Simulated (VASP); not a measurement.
AlGa₃N₄ (space group Pm): the band gap from VASP (plane waves, PAW) at several levels of theory. Gaps are without spin-orbit coupling. Each level names its cell: its own relaxed one, PBE's, or the starting one. A gap is the smallest over the k-mesh and a band path; hybrids may have named points in place of the path, and GW has the mesh alone.  mBJ is a potential without an energy functional, so only the levels count.

```tsv
level	band gap (eV)
PBEsol (own cell)	2.38
r2SCAN (own cell)	2.84
mBJ (TB09) (PBE cell)	3.36
```

The cell of the PBEsol (own cell) run:

Space group Pm (No. 6); a = 5.141 Å, b = 3.165 Å, c = 5.476 Å, α = γ = 90.00°, β = 90.04°

```
atom  site  symmetry       x       y       z
----  ----  --------  ------  ------  ------
Al      1b         m  0.0007  0.5000  0.6674
Ga      1b         m  0.4991  0.5000  0.3350
Ga      1a         m  0.4991  0.0000  0.8315
Ga      1a         m  0.9997  0.0000  0.1662
N       1b         m  0.1197  0.5000  0.3400
N       1a         m  0.1177  0.0000  0.8264
N       1a         m  0.6203  0.0000  0.1662
N       1b         m  0.6312  0.5000  0.6673
```

Only levels that ran to the end are used. Left out are those held back, those with too coarse a band path, GW runs whose mesh misses a band edge, hybrids' fits of cells that aren't cubic and levels without matching references; a question may draw on a part of the rest.

The structure comes from a computed database's AlGa3N4 entry (Pm); how it stands against other phases isn't given here.
